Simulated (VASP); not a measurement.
Wanted: the native input for a VASP 6.6.1 run.

```yaml
Task: relaxation of cell and atoms
Functional: PBE
Potentials_or_basis: VASP PAW PBE potentials, release 64 (Ge_d, B, C)
Cutoff: 520 eV
k_mesh: 4 × 4 × 4
Occupations: gaussian, width 0.15 eV
Spin: no spin polarisation
Further_INCAR_settings: PREC = Normal; ALGO = Fast; EDIFF = 0.0001; IBRION = 2; EDIFFG = -0.08; NSW = 24; ISIF = 3
```

The structure of Ge3B2C3 lies in POSCAR:

```
Ge3B2C3
1.0
    5.0093434700      0.0000000000      0.0000000000
    0.0000000000      5.0093434700      0.0000000000
    0.0000000000      0.0000000000      5.0093434700
Ge B C
3 2 3
Direct
    0.0000000000      0.5000000000      0.5000000000
    0.5000000000      0.0000000000      0.5000000000
    0.5000000000      0.5000000000      0.0000000000
    0.0000000000      0.0000000000      0.0000000000
    0.5000000000      0.5000000000      0.5000000000
    0.5000000000      0.0000000000      0.0000000000
    0.0000000000      0.5000000000      0.0000000000
    0.0000000000      0.0000000000      0.5000000000
```

The cell was built by a generator and needn't be a form met in nature.

One way to write it, as run:

INCAR

```
SYSTEM = Ge3B2C3
ALGO = Fast
EDIFF = 1E-4
EDIFFG = -0.08
ENCUT = 520
GGA = PE
IBRION = 2
ISIF = 3
ISMEAR = 0
LASPH = .True.
LCHARG = .False.
LREAL = .False.
LWAVE = .False.
NELM = 60
NSW = 24
PREC = Normal
SIGMA = 0.15
```

KPOINTS

```
k-points
0
Gamma
  4 4 4
  0 0 0
```

Potentials or basis: VASP PAW PBE potentials, release 64 (Ge_d, B, C).

Command:

```bash
$ cat potpaw_PBE.64/Ge_d/POTCAR potpaw_PBE.64/B/POTCAR potpaw_PBE.64/C/POTCAR > POTCAR
$ mpirun -np 1 vasp_std > vasp.out
```

Results of the run:

- Relaxed volume: 9.82 Å³/atom
- Relaxed cell: a = 4.283 Å, b = 4.283 Å, c = 4.283 Å, α = 90.00°, β = 90.00°, γ = 90.00°
- Space group after relaxing (to 0.05 Å): Pm-3m (No. 221)
- Energy gained by relaxing: 741.7 meV/atom
- Ionic steps: 3
- Pressure after relaxing: -0.6 GPa
- Band gap on the k mesh: none (metal or under the smearing width)

Caveat: the volume moved by over 15 % at a fixed basis, so the end points are rough.

Run time: 36 s on 1 thread of AMD EPYC 9R45 (Zen 5), on a shared host, peak memory 0.15 GiB.
